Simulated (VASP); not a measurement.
# BeCdO2 (Immm) in VASP: relaxation of cell and atoms with PBE

Aim: the relaxation of cell and atoms of BeCdO2 with PBE.

Program: VASP 6.6.1. These are calculated values, not measurements. Logs are shortened: lines on timing, memory, paths and dates and some standing lists are left out, and cuts for length are marked.

**1. Starting point**

It takes space group Immm (No. 71, orthorhombic). The conventional cell has a = 4.068 Å, b = 4.727 Å, c = 5.422 Å, α = 90.00°, β = 90.00°, γ = 90.00°. Be (site symmetry mmm) has 2 O at 2.03 Å as nearest neighbours. Around Cd (site symmetry mmm) lie 2 O at 2.03 Å. O (site symmetry mmm) is surrounded by 2 Cd at 2.03 Å. O (site symmetry mmm) has 2 Be at 2.03 Å as nearest neighbours.

The cell was built by a generator and needn't be a form met in nature.

**2. Relaxation of cell and atoms, PBE**

INCAR reads:

```
SYSTEM = BeCdO2
PREC     = Normal         ! precision mode
ENCUT    = 520            ! plane-wave cutoff, eV
EDIFF    = 1E-4           ! SCF threshold, eV
ISMEAR   = 0              ! smearing method
SIGMA    = 0.15           ! smearing width, eV
LREAL    = .FALSE.        ! projectors in reciprocal space
LASPH    = .TRUE.         ! aspherical terms in the spheres
NELM     = 60             ! most SCF steps
ALGO     = Fast           ! electronic algorithm
ISIF     = 3              ! what is computed and relaxed
LWAVE    = .FALSE.        ! write WAVECAR
LCHARG   = .FALSE.        ! write CHGCAR
GGA      = PE             ! functional
IBRION   = 2              ! ionic algorithm
NSW      = 24             ! ionic steps
EDIFFG   = -0.08          ! ionic threshold
```

KPOINTS reads:

```
Automatic mesh
0
G
  5 5 5
  0 0 0
```

POSCAR reads:

```
BeCdO2
1.0
   -2.0341624200      2.3632864500      2.7109306600
    2.0341624200     -2.3632864500      2.7109306600
    2.0341624200      2.3632864500     -2.7109306600
Be Cd O
1 1 2
Direct
    0.0000000000      0.0000000000      0.0000000000
    0.5000000000      0.0000000000      0.5000000000
    0.5000000000      0.5000000000      0.0000000000
    0.0000000000      0.5000000000      0.5000000000
```

Potentials or basis: VASP PAW PBE potentials, release 64 (Be, Cd, O).

Launch:

```
$ cat potpaw_PBE.64/Be/POTCAR potpaw_PBE.64/Cd/POTCAR potpaw_PBE.64/O/POTCAR > POTCAR
$ mpirun -np 1 vasp_std > vasp.out
```

OUTCAR:

```text
SYSTEM = BeCdO2
   PREC = Normal
   ENCUT = 520
   EDIFF = 1E-4
   ISMEAR = 0
   LREAL = .FALSE.
   LASPH = .TRUE.
   NELM = 60
   ISIF = 3
   GGA = PE
   IBRION = 2
   NSW = 24
   EDIFFG = -0.08

 ion  position               nearest neighbor table
   1  0.000  0.000  0.000-   4 2.03   4 2.03   2 2.36   2 2.36
   2  0.500  0.000  0.500-   3 2.03   3 2.03   1 2.36   1 2.36   4 2.71   4 2.71
   3  0.500  0.500  0.000-   2 2.03   2 2.03
   4  0.000  0.500  0.500-   1 2.03   1 2.03   2 2.71   2 2.71

  LATTYP: Found a body centered orthorhombic cell.
 ALAT       =     4.0683248400
 B/A-ratio  =     1.1617983042
 C/A-ratio  =     1.3327011813

  Lattice vectors:

 A1 = (  -2.0341624200,   2.3632864500,   2.7109306600)
 A2 = (   2.0341624200,  -2.3632864500,   2.7109306600)
 A3 = (   2.0341624200,   2.3632864500,  -2.7109306600)

Analysis of symmetry for initial positions (statically):
=====================================================================
 Subroutine PRICEL returns:
 Original cell was already a primitive cell.

 Routine SETGRP: Setting up the symmetry group for a
 body centered orthorhombic supercell.

 Subroutine GETGRP returns: Found  8 space group operations
 (whereof  8 operations were pure point group operations)
 out of a pool of  8 trial point group operations.

The static configuration has the point symmetry D_2h.

Analysis of symmetry for dynamics (positions and initial velocities):
=====================================================================
 Subroutine PRICEL returns:
 Original cell was already a primitive cell.

 Routine SETGRP: Setting up the symmetry group for a
 body centered orthorhombic supercell.

 Subroutine GETGRP returns: Found  8 space group operations
 (whereof  8 operations were pure point group operations)
 out of a pool of  8 trial point group operations.

The dynamic configuration has the point symmetry D_2h.

 Subroutine INISYM returns: Found  8 space group operations
 (whereof  8 operations are pure point group operations),
 and found     1 'primitive' translations

----------------------------------------------------------------------------------------

                                     Primitive cell

  volume of cell :      52.1291

  direct lattice vectors                    reciprocal lattice vectors
    -2.034162420  2.363286450  2.710930660     0.000000000  0.211569782  0.184438506
     2.034162420 -2.363286450  2.710930660     0.245801414  0.000000000  0.184438506
     2.034162420  2.363286450 -2.710930660     0.245801414  0.211569782  0.000000000

  length of vectors
     4.131837925  4.131837925  4.131837925     0.280676567  0.307304243  0.324314829

  position of ions in fractional coordinates (direct lattice)
     0.000000000  0.000000000  0.000000000
     0.500000000  0.000000000  0.500000000
     0.500000000  0.500000000  0.000000000
     0.000000000  0.500000000  0.500000000

  ion indices of the primitive-cell ions
   primitive index   ion index
                 1           1
                 2           2
                 3           3
                 4           4

----------------------------------------------------------------------------------------

 KPOINTS: Automatic mesh

Automatic generation of k-mesh.
 Grid dimensions read from file:
 generate k-points for:    5    5    5

 Generating k-lattice:

  Cartesian coordinates                     Fractional coordinates (reciprocal lattice)
     0.000000000  0.042313956  0.036887701     0.200000000 -0.000000000  0.000000000
     0.049160283  0.000000000  0.036887701    -0.000000000  0.200000000  0.000000000
     0.049160283  0.042313956  0.000000000     0.000000000  0.000000000  0.200000000

  Length of vectors
     0.056135313  0.061460849  0.064862966

  Shift w.r.t. Gamma in fractional coordinates (k-lattice)
     0.000000000  0.000000000  0.000000000

 Subroutine IBZKPT returns following result:
 ===========================================

 Found     27 irreducible k-points:

 Following reciprocal coordinates:
            Coordinates               Weight
  0.000000  0.000000  0.000000      1.000000
  0.200000  0.000000 -0.000000      4.000000
  0.400000  0.000000 -0.000000      4.000000
  0.000000  0.200000  0.000000      4.000000
  0.200000  0.200000 -0.000000      8.000000
  0.400000  0.200000  0.000000      8.000000
[... 16 lines left out ...]
 -0.400000 -0.200000  0.200000      4.000000
 -0.200000 -0.200000  0.200000      2.000000
 [... further k-points ...]
   k-points           NKPTS =     27   k-points in BZ     NKDIM =     27   number of bands    NBANDS=     17
   number of dos      NEDOS =    301   number of ions     NIONS =      4
   total plane-waves  NPLWV =  13824
   dimension x,y,z NGX =    24 NGY =   24 NGZ =   24
   dimension x,y,z NGXF=    48 NGYF=   48 NGZF=   48
   ions per type =               1   1   2
   NGX,Y,Z   is equivalent  to a cutoff of   9.66,  9.66,  9.66 a.u.
   NGXF,Y,Z  is equivalent  to a cutoff of  19.31, 19.31, 19.31 a.u.
 SYSTEM =  BeCdO2
   PREC   = normal    normal or accurate (medium, high low for compatibility)
   ISTART =      0    job   : 0-new  1-cont  2-samecut
   ICHARG =      2    charge: 1-file 2-atom 10-const
   ISPIN  =      1    spin polarized calculation?
   LNONCOLLINEAR =      F non collinear calculations
   LSORBIT =      F    spin-orbit coupling
   LASPH  =      T    aspherical Exc in radial PAW
   ENCUT  =  520.0 eV  38.22 Ry    6.18 a.u.   7.68  7.68  7.68*2*pi/ulx,y,z
   NELM   =     60;   NELMIN=  2; NELMDL= -5     # of ELM steps
   EDIFF  = 0.1E-03   stopping-criterion for ELM
   LREAL  =      F    real-space projection
   EDIFFG = -.8E-01   stopping-criterion for IOM
   NSW    =     24    number of steps for IOM
   IBRION =      2    ionic relax: 0-MD 1-quasi-New 2-CG
   NFREE  =      1    steps in history (QN), initial steepest desc. (CG)
   ISIF   =      3    stress and relaxation
   ISYM   =      2    0-nonsym 1-usesym 2-fastsym
   POTIM  = 0.5000    time-step for ionic-motion
   TEBEG  =    0.0;   TEEND  =   0.0 temperature during run
   PSTRESS=    0.0 pullay stress
   NELECT =      26.0000    total number of electrons
   NUPDOWN=      -1.0000    fix difference up-down
   EMIN   =  10.00;   EMAX   =-10.00  energy-range for DOS
   EFERMI =   0.00;   METHOD = LEGACY
   ISMEAR =     0;   SIGMA  =   0.15  broadening in eV -4-tet -1-fermi 0-gaus
   EFERMI_NEDOS =   21; number of points for ismear=-14 and -15
   IALGO  =     68    algorithm
   IMIX   =      4    mixing-type and parameters
     AMIX     =   0.40;   BMIX     =  1.00
     AMIX_MAG =   1.60;   BMIX_MAG =  1.00
  volume/ion in A,a.u.               =      13.03        87.95
  Fermi-wavevector in a.u.,A,eV,Ry     =   1.298292  2.453417 22.933476  1.685563
  Thomas-Fermi vector in A             =   2.429630
   LORBIT       =      0    0 simple, 1 ext, 2 COOP (PROOUT), +10 PAW based schemes
   GGA     = PE    functional components
   LHFCALC =     F    Hartree Fock is set to
   AEXX    =    0.0000 exact exchange contribution
   IVDW    =     0    specifies the selected vdW correction
   LEPSILON=     F    determine dielectric tensor
   LRPA    =     F    only Hartree local field effects (RPA)
 conjugate gradient relaxation of ions
 non-spin polarized calculation
 RMM-DIIS sequential band-by-band and
 Gauss-broadening in eV      SIGMA  =   0.15
  energy-cutoff  :      520.00
  volume of cell :       52.13
 maximum number of plane-waves:      1421
   NGX = 15   NGY = 15   NGZ = 15

--------------------------------------- Ionic step        1  -------------------------------------------

 number of electron      25.9999965 magnetization

 Free energy of the ion-electron system (eV)
  ---------------------------------------------------
  ext. energy  EPLUGINS =         0.00000000
  ---------------------------------------------------
  free energy    TOTEN  =       -13.79413002 eV

  energy without entropy =      -13.77460707  energy(sigma->0) =      -13.78436854

------------------------ aborting loop because EDIFF is reached ----------------------------------------

  FORCE on cell =-STRESS in cart. coord.  units (eV):
  Direction    XX          YY          ZZ          XY          YZ          ZX
  --------------------------------------------------------------------------------------
  -------------------------------------------------------------------------------------
  Total       -8.1490357     11.2918261     -4.7320534      0.0000000      0.0000000      0.0000000
  in kB     -250.4588663    347.0518559   -145.4386484      0.0000000      0.0000000      0.0000000
  external PRESSURE =     -16.2818863 kB  Pullay stress =       0.0000000 kB
[... 95 lines left out ...]
  FREE ENERGIE OF THE ION-ELECTRON SYSTEM (eV)
  ---------------------------------------------------
  free  energy   TOTEN  =       -15.7836948333 eV

  energy  without entropy=      -15.7819505721  energy(sigma->0) =      -15.78282270

 E-fermi :   2.1187     XC(G=0):  -9.8323

 val. band max:        1.9661417138   @ k =   0.0000   0.4000  -0.0000
 cond. band min:       2.5696751849   @ k =   0.2000  -0.2000   0.2000
 fundamental gap:      0.6035334711
 Fermi energy:         2.1187238526

 k-point     1 :       0.0000    0.0000    0.0000
  band No.  band energies     occupation
      1     -16.7492      2.00000
      2     -15.3970      2.00000
      3      -5.6043      2.00000
      4      -5.5739      2.00000
      5      -5.5735      2.00000
      6      -5.4419      2.00000
[... 457 lines left out ...]
      4      -5.6255      2.00000
      5      -5.6071      2.00000
      6      -5.5761      2.00000
[... 9 lines left out ...]
     16       7.9772      0.00000
     17       8.8782      0.00000

 [... further k-points ...]

[... ionic steps 4 to 11 ...]

--------------------------------------- Ionic step       12  -------------------------------------------

 number of electron      26.0000023 magnetization

------------------------ aborting loop because EDIFF is reached ----------------------------------------
[... 71 lines left out ...]
--------------------------------------- Ionic step       14  -------------------------------------------

 number of electron      26.0000021 magnetization

 Free energy of the ion-electron system (eV)
  ---------------------------------------------------
  ext. energy  EPLUGINS =         0.00000000
  ---------------------------------------------------
  free energy    TOTEN  =       -16.69623173 eV

  energy without entropy =      -16.68719363  energy(sigma->0) =      -16.69171268

 E-fermi :   3.0193     XC(G=0): -10.1020

 val. band max:        2.9324955161   @ k =   0.2000  -0.2000   0.2000
 cond. band min:       3.2133415478   @ k =   0.2000   0.0000  -0.0000
 fundamental gap:      0.2808460317
 Fermi energy:         3.0192700665

 k-point     1 :       0.0000    0.0000    0.0000
  band No.  band energies     occupation
      1     -16.2513      2.00000
      2     -15.1828      2.00000
      3      -5.1433      2.00000
      4      -5.1201      2.00000
      5      -5.1156      2.00000
      6      -4.9501      2.00000
[... 457 lines left out ...]
      4      -5.3982      2.00000
      5      -5.3392      2.00000
      6      -5.0699      2.00000
[... 9 lines left out ...]
     16       9.3875      0.00000
     17       9.9699      0.00000

 [... further k-points ...]

------------------------ aborting loop because EDIFF is reached ----------------------------------------

  FORCE on cell =-STRESS in cart. coord.  units (eV):
  Direction    XX          YY          ZZ          XY          YZ          ZX
  --------------------------------------------------------------------------------------
  -------------------------------------------------------------------------------------
  Total        0.0936650     -0.2534144     -0.0855770      0.0000000      0.0000000      0.0000000
  in kB        2.8841625     -7.8032160     -2.6351130      0.0000000      0.0000000      0.0000000
  external PRESSURE =      -2.5180555 kB  Pullay stress =       0.0000000 kB
[... 19 lines left out ...]
  FREE ENERGIE OF THE ION-ELECTRON SYSTEM (eV)
  ---------------------------------------------------
  free  energy   TOTEN  =       -16.6962317260 eV

  energy  without entropy=      -16.6871936301  energy(sigma->0) =      -16.69171268

 reached required accuracy - stopping structural energy minimisation
```

Wall time 56 s (1 thread of Intel Xeon Platinum 8488C (Sapphire Rapids), shared host); peak memory 0.16 GiB.

What came out:

```
Free energy                            : -16.6962 eV
Relaxed volume                         : 13.01 Å³/atom
Relaxed cell                           : a = 4.228 Å, b = 4.228 Å, c = 4.228 Å, α = 122.37°, β = 87.17°, γ = 120.93°
Space group after relaxing (to 0.05 Å) : Immm (No. 71)
Energy gained by relaxing              : 725.5 meV/atom
Ionic steps                            : 14
Pressure after relaxing                : -0.3 GPa
Band gap on the k mesh                 : none (metal or under the smearing width)
```

Step by step:
| step | energy change (eV) | largest force (eV/Å) | pressure (GPa) | volume (Å³) |
| --- | --- | --- | --- | --- |
| 1 | 0.0000 | 0.0000 | -1.63 | 52.13 |
| 2 | -1.9596 | 0.0000 | 9.07 | 50.36 |
| 3 | -1.9896 | 0.0000 | 14.71 | 49.89 |
| 4 | -2.5743 | 0.0000 | -5.75 | 57.83 |
| 5 | -2.5820 | 0.0000 | -3.43 | 56.70 |
| 6 | -2.7122 | 0.0000 | -2.10 | 54.84 |
| 7 | -2.8287 | 0.0000 | 2.90 | 51.95 |
| 8 | -2.8269 | 0.0000 | 6.23 | 50.97 |
| 9 | -2.8663 | 0.0000 | 4.63 | 50.98 |
| 10 | -2.8817 | 0.0000 | 3.98 | 50.96 |
| 11 | -2.8999 | 0.0000 | 0.93 | 51.66 |
| 12 | -2.9020 | 0.0000 | 0.34 | 51.93 |
| 13 | -2.8988 | 0.0000 | -1.83 | 52.47 |
| 14 | -2.9021 | 0.0000 | -0.25 | 52.03 |

Final structure:
```
Be Cd O
1.0
    -2.03786    3.06276    2.08411
     2.03786   -3.06276    2.08411
     2.03786    3.06276   -2.08411
Be Cd O
1 1 2
Direct
  0.00000 0.00000 0.00000
  0.50000 0.00000 0.50000
  0.50000 0.50000 0.00000
  0.00000 0.50000 0.50000
```

Caveat: the k mesh is coarse (spacing up to 0.41 Å⁻¹), so the values aren't converged; the relaxation stopped at a loose force limit of 0.08 eV/Å, so its end isn't a converged minimum.
